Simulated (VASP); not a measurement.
# BiBrO: NMR shieldings

Wanted: the shieldings and field gradients at the nuclei of BiBrO. The cell has space group P4/nmm. Left out of this account: 2 further runs (NMR: a repeat of the first functional; bands: left with one row). The start is a cell from a database of measured crystal structures.

Program: VASP 6.6.1. Level of theory: r2SCAN; plane waves and PAW (Bi_d, Br, O), in the first sound run; inputs show where later runs differ. Results are calculated unless marked as measured.

The database entry behind the starting cell differs from later determinations by our own check (0.1 to 0.3 % short, probably kX units), so it need not match the best structure at ambient conditions.

### Step 1. Starting point

Symmetry: P4/nmm, No. 129, tetragonal system. Conventional cell: a = 3.916 Å, b = 3.916 Å, c = 8.077 Å, α = 90.00°, β = 90.00°, γ = 90.00°. Nearest to Bi lie 4 O at 2.32 Å and 4 Br at 3.18 Å. Br has 4 Bi at 3.18 Å nearest. Nearest to O lie 4 Bi at 2.32 Å. Farther neighbours and most contacts between anions are not listed.

### Step 2. Relaxation

The atoms are relaxed first inside the given cell, which is kept (ISIF = 2), since values at the nuclei depend on the positions.

Input file INCAR:

```
SYSTEM = BiBrO
PREC = Accurate
ENCUT = 520
EDIFF = 1E-06
NELM = 100
ISMEAR = 0
SIGMA = 0.05
LREAL = .FALSE.
ALGO = Normal
METAGGA = R2SCAN
LASPH = .TRUE.
NBANDS = 34
LWAVE = .FALSE.
LCHARG = .FALSE.
KPAR = 2
IBRION = 2
NSW = 60
ISIF = 2
EDIFFG = -0.01
```

Input file POSCAR:

```
BiBrO
1.0
    3.9160000000      0.0000000000      0.0000000000
    0.0000000000      3.9160000000      0.0000000000
    0.0000000000      0.0000000000      8.0770000000
Bi Br O
2 2 2
Direct
    0.0000000000      0.5000000000      0.1540000000
    0.5000000000      0.0000000000      0.8460000000
    0.0000000000      0.5000000000      0.6530000000
    0.5000000000      0.0000000000      0.3470000000
    0.0000000000      0.0000000000      0.0000000000
    0.5000000000      0.5000000000      0.0000000000
```

Input file KPOINTS:

```
Automatic mesh
0
Gamma
5 5 3
0 0 0
```

Potentials, in the order of the species: Bi_d, Br and O (PBE family, release 64).

Launch:

```sh
> mpirun -np 2 vasp_std
```

The program printed:

```text
[banner, memory and clock lines left out]
running    2 mpi-ranks, on    1 nodes
 distrk:  each k-point on    1 cores,    2 groups
 distr:  one band on    1 cores,    1 groups

 POSCAR found type information on POSCAR BiBrO
 POSCAR found :  3 types and       6 ions
|                                                                             |
|               ----> ADVICE to this user running VASP <----                  |
|                                                                             |
|     You enforced a specific xc type in the INCAR file but a different       |
|     [... a line on the potential file left out ...]
|     I HOPE YOU KNOW WHAT YOU ARE DOING!                                     |
|                                                                             |

 LDA part: xc-table for (None), standard interpolation
 POSCAR, INCAR and KPOINTS ok, starting setup
 FFT: planning ... GRIDC
 FFT: planning ... GRID_SOFT
 FFT: planning ... GRID
 WAVECAR not read
 entering main loop
       N       E                     dE             d eps       ncg     rms          rms(c)
DAV:   1     0.504439275893E+03    0.50444E+03   -0.28095E+04   816   0.186E+03
DAV:   2    -0.867540758424E+02   -0.59119E+03   -0.57656E+03   888   0.488E+02
DAV:   3    -0.176495222478E+03   -0.89741E+02   -0.85710E+02   988   0.196E+02
DAV:   4    -0.181102464343E+03   -0.46072E+01   -0.45639E+01   944   0.461E+01
DAV:   5    -0.181272707983E+03   -0.17024E+00   -0.16999E+00  1118   0.901E+00    0.114E+01
DAV:   6    -0.162480648520E+03    0.18792E+02   -0.11812E+01  1022   0.531E+01    0.393E+00
DAV:   7    -0.162855873518E+03   -0.37522E+00   -0.36269E+00   872   0.898E+00    0.329E+00
DAV:   8    -0.162921048913E+03   -0.65175E-01   -0.70853E-01  1130   0.652E+00    0.148E+00
DAV:   9    -0.162911697281E+03    0.93516E-02   -0.18515E-01  1154   0.349E+00    0.503E-01
DAV:  10    -0.162915035238E+03   -0.33380E-02   -0.24815E-02   852   0.117E+00    0.169E-01
DAV:  11    -0.162916169877E+03   -0.11346E-02   -0.26595E-03   922   0.359E-01    0.782E-02
DAV:  12    -0.162916210045E+03   -0.40168E-04   -0.52038E-04  1182   0.156E-01    0.324E-02
DAV:  13    -0.162916244546E+03   -0.34500E-04   -0.90920E-05   834   0.701E-02    0.114E-02
DAV:  14    -0.162916243869E+03    0.67669E-06   -0.80568E-06   790   0.187E-02
   1 F= -.16291624E+03 E0= -.16291624E+03  d E =-.162916E+03
 curvature:   0.00 expect dE= 0.000E+00 dE for cont linesearch  0.000E+00
 trial: gam= 0.00000 g(F)=  0.326E-02 g(S)=  0.000E+00 ort = 0.000E+00 (trialstep = 0.100E+01)
 search vector abs. value=  0.326E-02
 bond charge predicted
       N       E                     dE             d eps       ncg     rms          rms(c)
DAV:   1    -0.162914056630E+03    0.21879E-02   -0.92937E-01   890   0.443E+00    0.120E-01
DAV:   2    -0.162918144629E+03   -0.40880E-02   -0.25714E-02  1122   0.110E+00    0.686E-02
DAV:   3    -0.162918126361E+03    0.18269E-04   -0.53691E-04   954   0.163E-01    0.472E-02
DAV:   4    -0.162918094539E+03    0.31822E-04   -0.22346E-04   930   0.862E-02    0.200E-02
DAV:   5    -0.162918091800E+03    0.27385E-05   -0.21554E-05   956   0.369E-02    0.910E-03
DAV:   6    -0.162918093137E+03   -0.13370E-05   -0.65774E-06   744   0.146E-02    0.528E-03
DAV:   7    -0.162918093939E+03   -0.80115E-06   -0.21179E-06   504   0.114E-02
   2 F= -.16291809E+03 E0= -.16291809E+03  d E =-.185007E-02
[...]
3 F= -.16291812E+03 E0= -.16291812E+03  d E =-.187839E-02
[...]
4 F= -.16291812E+03 E0= -.16291812E+03  d E =-.187842E-02
[...]
5 F= -.16291831E+03 E0= -.16291831E+03  d E =-.186885E-03
 ZBRENT: can't locate minimum, use default step
 trial-energy change:   -0.000187  1 .order   -0.000192   -0.000218   -0.000165
 step:   4.1165(harm=  4.2523)  dis= 0.00937  next Energy=  -162.918572 (dE=-0.450E-03)
 bond charge predicted
       N       E                     dE             d eps       ncg     rms          rms(c)
DAV:   1    -0.162917601458E+03    0.70858E-03   -0.19375E-01   832   0.187E+00    0.116E-01
DAV:   2    -0.162918569578E+03   -0.96812E-03   -0.67381E-03   962   0.448E-01    0.512E-02
DAV:   3    -0.162918565090E+03    0.44876E-05   -0.10504E-04   990   0.718E-02    0.356E-02
DAV:   4    -0.162918556567E+03    0.85232E-05   -0.64616E-05   954   0.396E-02    0.156E-02
DAV:   5    -0.162918557366E+03   -0.79844E-06   -0.96602E-06   730   0.142E-02
   6 F= -.16291856E+03 E0= -.16291856E+03  d E =-.435081E-03
 curvature:  -2.28 expect dE=-0.139E-05 dE for cont linesearch -0.332E-06
 trial: gam=-0.03528 g(F)=  0.607E-06 g(S)=  0.000E+00 ort = 0.575E-05 (trialstep = 0.165E+01)
 search vector abs. value=  0.485E-06
 reached required accuracy - stopping structural energy minimisation
```

It took 2.4 min on 2 MPI ranks of Intel Xeon 6975P-C (Granite Rapids), shared host; peak memory 0.5 GiB; 4.8 min of CPU time.

Lines that name or quote the potential files are left out of all logs, and their timing lines are given in words.

Parts of OUTCAR (step 2):

```text
ion  position               nearest neighbor table
   1  0.000  0.500  0.154-   5 2.32   6 2.32   5 2.32   6 2.32   4 3.18   4 3.18   4 3.18   4 3.18
                             2 3.72   2 3.72   2 3.72   2 3.72
   2  0.500  0.000  0.846-   5 2.32   6 2.32   6 2.32   5 2.32   3 3.18   3 3.18   3 3.18   3 3.18
                             1 3.72   1 3.72   1 3.72   1 3.72
   3  0.000  0.500  0.653-   2 3.18   2 3.18   2 3.18   2 3.18
   4  0.500  0.000  0.347-   1 3.18   1 3.18   1 3.18   1 3.18
   5  0.000  0.000  0.000-   1 2.32   2 2.32   1 2.32   2 2.32
   6  0.500  0.500  0.000-   1 2.32   2 2.32   2 2.32   1 2.32

  LATTYP: Found a simple tetragonal cell.
 ALAT       =     3.9160000000
 C/A-ratio  =     2.0625638407

 Subroutine GETGRP returns: Found 16 space group operations
 (whereof  8 operations were pure point group operations)

The static configuration has the point symmetry D_2d.
 The point group associated with its full space group is D_4h.

 Found     12 irreducible k-points:

   k-points           NKPTS =     12   k-points in BZ     NKDIM =     12   number of bands    NBANDS=     34

   dimension x,y,z NGX =    30 NGY =   30 NGZ =   60
   dimension x,y,z NGXF=    60 NGYF=   60 NGZF=  120

   ENCUT  =  520.0 eV  38.22 Ry    6.18 a.u.   7.28  7.28 15.02*2*pi/ulx,y,z

   NELECT =      56.0000    total number of electrons

 k-points in reciprocal lattice and weights: Automatic mesh
   0.00000000  0.00000000  0.00000000       0.013
   0.20000000  0.00000000  0.00000000       0.053
   0.40000000  0.00000000  0.00000000       0.053
   0.20000000  0.20000000  0.00000000       0.053
   0.40000000  0.20000000  0.00000000       0.107
   0.40000000  0.40000000  0.00000000       0.053
   0.00000000  0.00000000  0.33333333       0.027
   0.20000000  0.00000000  0.33333333       0.107
   0.40000000  0.00000000  0.33333333       0.107
   0.20000000  0.20000000  0.33333333       0.107
   0.40000000  0.20000000  0.33333333       0.213
   0.40000000  0.40000000  0.33333333       0.107

 average (electrostatic) potential at core
       1-112.7397       2-112.7397       3 -64.5761       4 -64.5761       5 -73.7852
       6 -73.7852

 E-fermi :   4.2886

 k-point     1 :       0.0000    0.0000    0.0000
  band No.  band energies     occupation
    ...
     24       2.8291      2.00000
     25       2.8291      2.00000
     26       3.0851      2.00000
     27       3.0851      2.00000
     28       3.2851      2.00000
     29       6.7845      0.00000
     30       7.6461      0.00000
     31       9.4114      0.00000
     32       9.4114      0.00000
     33      11.1189      0.00000
    ...

 k-point     2 :       0.2000    0.0000    0.0000
  band No.  band energies     occupation
    ...
     24       2.9534      2.00000
     25       3.1825      2.00000
     26       3.3602      2.00000
     27       3.5491      2.00000
     28       3.6441      2.00000
     29       7.9331      0.00000
     30       8.3076      0.00000
     31       8.8066      0.00000
     32       9.2214      0.00000
     33      10.0452      0.00000
    ...

 k-point     3 :       0.4000    0.0000    0.0000
  band No.  band energies     occupation
    ...
     24       3.2008      2.00000
     25       3.2203      2.00000
     26       3.3331      2.00000
     27       3.7449      2.00000
     28       3.8907      2.00000
     29       8.6082      0.00000
     30       9.0823      0.00000
     31       9.0869      0.00000
     32       9.5791      0.00000
     33       9.5849      0.00000
    ...

  Total        1.3648295      1.3648295      1.1951620      0.0000000      0.0000000     -0.0000000
  in kB       17.6544237     17.6544237     15.4597299      0.0000000      0.0000000     -0.0000000
  external PRESSURE =      16.9228591 kB  Pullay stress =       0.0000000 kB

  energy-cutoff  :      520.00
  volume of cell :      123.86
      direct lattice vectors                 reciprocal lattice vectors
     3.916000000  0.000000000  0.000000000     0.255362615  0.000000000  0.000000000
     0.000000000  3.916000000  0.000000000     0.000000000  0.255362615  0.000000000
     0.000000000  0.000000000  8.077000000     0.000000000  0.000000000  0.123808345

 POSITION                                       TOTAL-FORCE (eV/Angst)
 -----------------------------------------------------------------------------------
      0.00000      1.95800      1.25054         0.000000     -0.000000     -0.002416
      1.95800      0.00000      6.82646        -0.000000     -0.000000      0.002416
      0.00000      1.95800      5.28843         0.000000      0.000000      0.000676
      1.95800      0.00000      2.78857         0.000000     -0.000000     -0.000676
      0.00000      0.00000      0.00000         0.000000      0.000000      0.000000
      1.95800      1.95800      0.00000         0.000000     -0.000000      0.000000
 -----------------------------------------------------------------------------------
    total drift:                                0.000000      0.000000      0.000000

  FREE ENERGIE OF THE ION-ELECTRON SYSTEM (eV)
  ---------------------------------------------------
  free  energy   TOTEN  =      -162.9185573656 eV

  energy  without entropy=     -162.9185573656  energy(sigma->0) =     -162.91855737

 reached required accuracy - stopping structural energy minimisation

[... 3 further parts left out ...]
```

CONTCAR:

```
BiBrO
   1.00000000000000
     3.9159999999999999    0.0000000000000000    0.0000000000000000
     0.0000000000000000    3.9159999999999999    0.0000000000000000
     0.0000000000000000    0.0000000000000000    8.0770000000000000
  Bi              Br              O
     2     2     2
Direct
     0.0000000000000000    0.5000000000000000    0.1548275956540779
     0.5000000000000000    0.0000000000000000    0.8451724043459221
     0.0000000000000000    0.5000000000000000    0.6547517051196018
     0.5000000000000000    0.0000000000000000    0.3452482948803981
     0.0000000000000000    0.0000000000000000    0.0000000000000000
     0.5000000000000000    0.5000000000000000    0.0000000000000000
```

The PAW data sets were made with PBE, which is usual practice but a small mismatch for other functionals. The run keeps the 16 symmetry operations of its start, so it cannot find a distortion of lower symmetry.

Step by step:

```
step  energy less that of the first step (eV)  largest force (eV/Å)
   1                                   0.0000                0.1622
   2                                  -0.0018                0.0464
   3                                  -0.0019                0.0415
   4                                  -0.0019                0.0408
   5                                  -0.0021                0.0313
   6                                  -0.0023                0.0024
```

The atoms that moved most (Å):

```
atom     dx     dy      dz  length
 Br3  0.000  0.000   0.014   0.014
 Br4  0.000  0.000  -0.014   0.014
 Bi1  0.000  0.000   0.007   0.007
 Bi2  0.000  0.000  -0.007   0.007
```

The relaxed structure:

```xyz
6
Lattice="3.9160 0.0000 0.0000 0.0000 3.9160 0.0000 0.0000 0.0000 8.0770" Properties=species:S:1:pos:R:3 pbc="T T T"
Bi    0.0000    1.9580    1.2505
Bi    1.9580    0.0000    6.8265
Br    0.0000    1.9580    5.2884
Br    1.9580    0.0000    2.7886
O     0.0000    0.0000    0.0000
O     1.9580    1.9580    0.0000
```

Numbers from this step:

| Property | Result |
| --- | --- |
| free energy (TOTEN) | -162.9186 eV |
| Fermi energy | 4.289 eV |
| pressure | 1.692 GPa |

At r2SCAN, with these data sets, the largest force is down to 0.0024 eV/Å.

### Step 3. Ground state

This step: LDA; plane waves and PAW (Bi_d, Br, O) (VASP 6.6.1).

The next steps need an insulator, so the gap is checked first.

Input file INCAR:

```
SYSTEM = BiBrO
PREC = Accurate
ENCUT = 520
EDIFF = 1E-07
NELM = 100
ISMEAR = 0
SIGMA = 0.01
LREAL = .FALSE.
ALGO = Normal
GGA = CA
NBANDS = 34
LORBIT = 11
LWAVE = .FALSE.
LCHARG = .FALSE.
KPAR = 2
```

Input file POSCAR:

```
BiBrO
1.0
    3.9160000000      0.0000000000      0.0000000000
    0.0000000000      3.9160000000      0.0000000000
    0.0000000000      0.0000000000      8.0770000000
Bi Br O
2 2 2
Direct
    0.0000000000      0.5000000000      0.1548275957
    0.5000000000      0.0000000000      0.8451724043
    0.0000000000      0.5000000000      0.6547517051
    0.5000000000      0.0000000000      0.3452482949
    0.0000000000      0.0000000000      0.0000000000
    0.5000000000      0.5000000000      0.0000000000
```

Input file KPOINTS:

```
Automatic mesh
0
Gamma
6 6 3
0 0 0
```

Launch:

```sh
> mpirun -np 2 vasp_std
```

The program printed:

```text
[banner, memory and clock lines left out]
running    2 mpi-ranks, on    1 nodes
 distrk:  each k-point on    1 cores,    2 groups
 distr:  one band on    1 cores,    1 groups

 POSCAR found type information on POSCAR BiBrO
 POSCAR found :  3 types and       6 ions
 [... a notice as in an earlier step ...]

 LDA part: xc-table for (Slater(with rela. corr.)+CA(PZ))
 , standard interpolation
 POSCAR, INCAR and KPOINTS ok, starting setup
 FFT: planning ... GRIDC
 FFT: planning ... GRID_SOFT
 FFT: planning ... GRID
 WAVECAR not read
 entering main loop
       N       E                     dE             d eps       ncg     rms          rms(c)
DAV:   1     0.634274741614E+03    0.63427E+03   -0.27676E+04  1360   0.183E+03
DAV:   2     0.572900824332E+02   -0.57698E+03   -0.56193E+03  1456   0.484E+02
DAV:   3    -0.315657877626E+02   -0.88856E+02   -0.86874E+02  1664   0.194E+02
DAV:   4    -0.359339267695E+02   -0.43681E+01   -0.43317E+01  1566   0.449E+01
DAV:   5    -0.360839413282E+02   -0.15001E+00   -0.14963E+00  1870   0.856E+00    0.118E+01
DAV:   6    -0.322712795434E+02    0.38127E+01   -0.15695E+01  2072   0.443E+01    0.516E+00
DAV:   7    -0.321022269368E+02    0.16905E+00   -0.33025E+00  1502   0.102E+01    0.314E+00
DAV:   8    -0.320829640344E+02    0.19263E-01   -0.73087E-01  1546   0.434E+00    0.115E+00
DAV:   9    -0.320645190582E+02    0.18445E-01   -0.68832E-02  2044   0.217E+00    0.483E-01
DAV:  10    -0.320632558722E+02    0.12632E-02   -0.18409E-02  1624   0.106E+00    0.916E-02
DAV:  11    -0.320633215429E+02   -0.65671E-04   -0.11111E-03  1580   0.211E-01    0.473E-02
DAV:  12    -0.320633397545E+02   -0.18212E-04   -0.20347E-04  1518   0.879E-02    0.249E-02
DAV:  13    -0.320633303019E+02    0.94525E-05   -0.71810E-05  1896   0.543E-02    0.807E-03
DAV:  14    -0.320633297228E+02    0.57918E-06   -0.83364E-06  1684   0.210E-02    0.160E-03
DAV:  15    -0.320633297735E+02   -0.50693E-07   -0.78488E-07  1454   0.468E-03
   1 F= -.32063330E+02 E0= -.32063330E+02  d E =-.165530E-65
```

It took 26 s on 2 MPI ranks; peak memory 0.44 GiB; 50 s of CPU time.

OUTCAR, selected parts (step 3):

```text
 Found     20 irreducible k-points:

   k-points           NKPTS =     20   k-points in BZ     NKDIM =     20   number of bands    NBANDS=     34

   NELECT =      56.0000    total number of electrons

 E-fermi :   4.0398

 k-point     1 :       0.0000    0.0000    0.0000
  band No.  band energies     occupation
    ...
     24       2.8970      2.00000
     25       2.8970      2.00000
     26       3.1373      2.00000
     27       3.1373      2.00000
     28       3.2553      2.00000
     29       6.2382      0.00000
     30       7.1219      0.00000
     31       8.8314      0.00000
     32       8.8314      0.00000
     33      10.5003      0.00000
    ...

 k-point     2 :       0.1667    0.0000    0.0000
  band No.  band energies     occupation
    ...
     24       2.9866      2.00000
     25       3.2104      2.00000
     26       3.2598      2.00000
     27       3.5636      2.00000
     28       3.5755      2.00000
     29       7.1075      0.00000
     30       7.5729      0.00000
     31       8.3163      0.00000
     32       8.6960      0.00000
     33       9.6353      0.00000
    ...

  Total       -1.8667316     -1.8667316     -1.4829851      0.0000000     -0.0000000      0.0000000
  in kB      -24.1466569    -24.1466569    -19.1827963      0.0000000     -0.0000000      0.0000000
  external PRESSURE =     -22.4920367 kB  Pullay stress =       0.0000000 kB

 POSITION                                       TOTAL-FORCE (eV/Angst)
 -----------------------------------------------------------------------------------
      0.00000      1.95800      1.25054        -0.000000     -0.000000     -0.114018
      1.95800      0.00000      6.82646         0.000000     -0.000000      0.114018
      0.00000      1.95800      5.28843        -0.000000     -0.000000      0.104873
      1.95800      0.00000      2.78857        -0.000000      0.000000     -0.104873
      0.00000      0.00000      0.00000        -0.000000      0.000000      0.000000
      1.95800      1.95800      0.00000        -0.000000     -0.000000      0.000000
 -----------------------------------------------------------------------------------
    total drift:                                0.000000      0.000000      0.000000

  FREE ENERGIE OF THE ION-ELECTRON SYSTEM (eV)
  ---------------------------------------------------
  free  energy   TOTEN  =       -32.0633297735 eV

  energy  without entropy=      -32.0633297735  energy(sigma->0) =      -32.06332977

 total charge
# of ion       s       p       d       tot
------------------------------------------
    1        1.641   0.870  10.019  12.530
    2        1.641   0.870  10.019  12.530
    3        1.608   3.200   0.012   4.820
    4        1.608   3.200   0.012   4.820
    5        1.565   3.387   0.000   4.952
    6        1.565   3.387   0.000   4.952
--------------------------------------------------
tot          9.627  14.915  20.063  44.605

[... 6 parts as in an earlier step ...]

[... 7 further parts left out ...]
```

The gap is read on the k-mesh alone, so it is an upper bound where the band edges lie off the mesh. The PAW data sets were made with PBE, though LDA sets exist; this is a small mismatch.

This step gave:

```
free energy (TOTEN)            : -32.06 eV
Fermi energy                   : 4.040 eV
pressure                       : -2.249 GPa
gap on the k-mesh              : 2.125 eV
least direct gap on the k-mesh : 2.378 eV
```

The cell has a gap of 2.13 eV on this mesh and a pressure of -2.2 GPa, which holds the misfit of the given cell and coordinates with this functional, and any error of cutoff, mesh and data sets. Spin-orbit coupling is left out, which can shift or reorder these edges. Forces of up to 0.11 eV/Å remain in these settings, with PBE data sets under LDA.

[end of part 1 of 3]

[Lines on the potential files, build, host, timing and source positions are cut from VASP's logs without a mark.]

[Logs are printed without paths, hosts, clocks, repeated set-up lines and the standing remarks that a program may print on its own settings, such as how far it seeks lower states.]

[Hosts, paths, dates, database ids (printed as entryN), source tags and the programs' standing remarks are cut or masked in the printed files.]
